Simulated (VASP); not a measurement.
# Cr2O3 (Eskolaite): single point with PBE

The system is Cr2O3 (Eskolaite).

```
CELL_PARAMETERS angstrom
2.47850 1.43096 4.53077
-2.47850 1.43096 4.53077
0.00000 -2.86193 4.53077
ATOMIC_POSITIONS crystal
Cr 0.34748 0.34748 0.34748
Cr 0.15252 0.15252 0.15252
Cr 0.65252 0.65252 0.65252
Cr 0.84748 0.84748 0.84748
O 0.55580 0.94420 0.25000
O 0.25000 0.55580 0.94420
O 0.94420 0.25000 0.55580
O 0.44420 0.05580 0.75000
O 0.75000 0.44420 0.05580
O 0.05580 0.75000 0.44420
```

```
Program             : VASP 6.6.1
Task                : single point
Functional          : PBE
Potentials or basis : VASP PAW PBE potentials, release 64 (Cr_pv, O)
Cutoff              : 600 eV
k mesh              : 9 × 9 × 9
Occupations         : methfessel-paxton, width 0.1 eV
Spin                : collinear spin, ferromagnetic start
Starting moments    : [3.0, 3.0, 3.0, 3.0, 0.0, 0.0, 0.0, 0.0, 0.0, 0.0] μB
```

```
Pressure                                              : 7.8 GPa
Largest force                                         : 0.648 eV/Å
Band gap on the k mesh                                : 0.58 eV, indirect (least direct gap 0.80 eV)
Net moment                                            : 12.00 μB per cell
Site moments                                          : Cr +2.87; O -0.00 μB
Valence electrons inside the program's atomic spheres : Cr 10.74; O 5.06
```

Forces in eV/Å, atoms in the order of the input:
```
Cr   0.000  0.000  0.648
Cr   0.000  0.000 -0.648
Cr   0.000  0.000 -0.648
Cr   0.000  0.000  0.648
O   -0.136  0.000  0.000
O    0.068 -0.117  0.000
O    0.068  0.117  0.000
O    0.136  0.000  0.000
O   -0.068  0.117  0.000
O   -0.068 -0.117  0.000
```

Stress tensor (GPa, compression positive):
```
7.72 0.00 0.00
0.00 7.72 0.00
0.00 0.00 8.06
```

Levels at points of the mesh, in eV from the valence-band top:
Spin up:
| k point | band 46 | band 47 | band 48 | band 49 | band 50 | band 51 |
| --- | --- | --- | --- | --- | --- | --- |
| (0.00, 0.00, 0.00) | -0.32 | -0.32 | 0.00 | 1.23 | 1.23 | 1.30 |
Spin down:
| k point | band 34 | band 35 | band 36 | band 37 | band 38 | band 39 |
| --- | --- | --- | --- | --- | --- | --- |
| (0.00, 0.00, 0.00) | -2.93 | -2.93 | -2.88 | 0.81 | 1.26 | 1.26 |

It took 7.5 min on 4 MPI ranks on Intel(R) Xeon(R) Platinum 8488C (Sapphire Rapids), with other jobs on the host, peak memory 0.91 GiB a rank.

Caveat: an odd mesh through Γ misses points on the zone boundary, where band edges often lie; only a ferromagnetic start was run, and an antiferromagnetic order may lie lower in energy. PBE gaps usually lie below the measured ones, often by a third to a half.
